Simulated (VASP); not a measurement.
Given:

```
CELL_PARAMETERS angstrom
      0.00000     2.66085     2.66085
      2.66085     0.00000     2.66085
      2.66085     2.66085     0.00000
ATOMIC_POSITIONS crystal
  Ru 0.75000 0.75000 0.75000
  Ru 0.50000 0.50000 0.50000
```

The numbers are results of r2SCAN meta-GGA, VASP's PBE PAW potentials (set 64) (plane waves; VASP), not measurements. Run with 400 eV cut-off, 11×11×11 Γ-centred mesh, first-order Methfessel-Paxton smearing of 0.10 eV, potentials Ru_pv.

Energy and stress use the plane-wave basis of the starting cell.

Problem. The ions, cell shape and volume are relaxed. What does this cell relax into?

Solution. 
```
CELL_PARAMETERS angstrom
      0.00000     2.70723     2.70723
      2.70723     0.00000     2.70723
      2.70723     2.70723     0.00000
ATOMIC_POSITIONS crystal
  Ru 0.75000 0.75000 0.75000
  Ru 0.50000 0.50000 0.50000
```
Space group Fd-3m (227), at a tolerance of 0.03 Å.

Problem. How do energy and volume change from the first to the last step?

Solution. The energy (σ→0) changes by -32.2 meV/atom and the volume by +5.3 %, in 4 ionic steps.

The structure was generated: Ru was put into the diamond type (Fd-3m), which need not be its known phase. This run relaxes it. Symmetry was kept, so distortions that lower it aren't found.
